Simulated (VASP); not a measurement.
**TiN: elastic constants with PBE**

Crystal: TiN.

```
CELL_PARAMETERS angstrom
0.00000 2.12700 2.12700
2.12700 0.00000 2.12700
2.12700 2.12700 0.00000
ATOMIC_POSITIONS crystal
Ti 0.00000 0.00000 0.00000
N 0.50000 0.50000 0.50000
```

The cell was built by a generator and needn't be a form met in nature.

```yaml
Program: VASP 6.6.1
Task: elastic constants
Functional: PBE
Potentials_or_basis: VASP PAW PBE potentials, release 64 (Ti_sv, N)
Cutoff: 600 eV
k_mesh: 12 × 12 × 12
Occupations: gaussian, width 0.1 eV
Spin: no spin polarisation
Ions_in_elastic_constants: relaxed
Further_INCAR_settings: ALGO = Normal; EDIFF = 1e-08; IBRION = 6; POTIM = 0.015; NSW = 1; ISIF = 3
```

```yaml
Relaxed_volume: 9.59 Å³/atom
Relaxed_cell: a = 3.004 Å, b = 3.004 Å, c = 3.004 Å, α = 60.00°, β = 60.00°, γ = 60.00°
Space_group_after_relaxing_to_0.05_Å: Fm-3m (No. 225)
Elastic_constants_C11_C12_C44: 591, 119, 161 GPa
Voigt_bulk_modulus: 276 GPa
Highest_phonon_frequency_at_Γ_LO-TO_splitting_left_out: 505 cm⁻¹
```

Step by step:
```tsv
step	energy change (eV)	largest force (eV/Å)	pressure (GPa)	volume (Å³)
1	0.0000	0.0000	-1.05	19.25
2	0.0002	0.0000	1.47	19.07
3	-0.0002	0.0000	0.00	19.17
```

Final structure:
```cif
data_structure
_symmetry_space_group_name_H-M 'P 1'
_symmetry_Int_Tables_number 1
_cell_length_a 3.0042
_cell_length_b 3.0042
_cell_length_c 3.0042
_cell_angle_alpha 60.000
_cell_angle_beta 60.000
_cell_angle_gamma 60.000
_cell_volume 19.17
loop_
_atom_site_label
_atom_site_type_symbol
_atom_site_fract_x
_atom_site_fract_y
_atom_site_fract_z
_atom_site_occupancy
Ti1 Ti 0.00000 0.00000 0.00000 1
N1 N 0.50000 0.50000 0.50000 1
```

Phonon frequencies in cm⁻¹ (negative: imaginary):
```csv
q point,frequencies
"(0.000, 0.000, 0.000)",0 0 0 505 505 505
```

Elastic tensor in Voigt notation (GPa, in the Cartesian axes of the cell as first typed):
```
591 119 119   0   0   0
119 591 119   0   0   0
119 119 591   0   0   0
  0   0   0 161   0   0
  0   0   0   0 161   0
  0   0   0   0   0 161
```

Clamped-ion elastic tensor (GPa):
```
591 119 119   0   0   0
119 591 119   0   0   0
119 119 591   0   0   0
  0   0   0 161   0   0
  0   0   0   0 161   0
  0   0   0   0   0 161
```

It took 7.2 min on 1 thread of Intel(R) Xeon(R) Platinum 8488C (Sapphire Rapids) (shared host), peak memory 0.36 GiB.
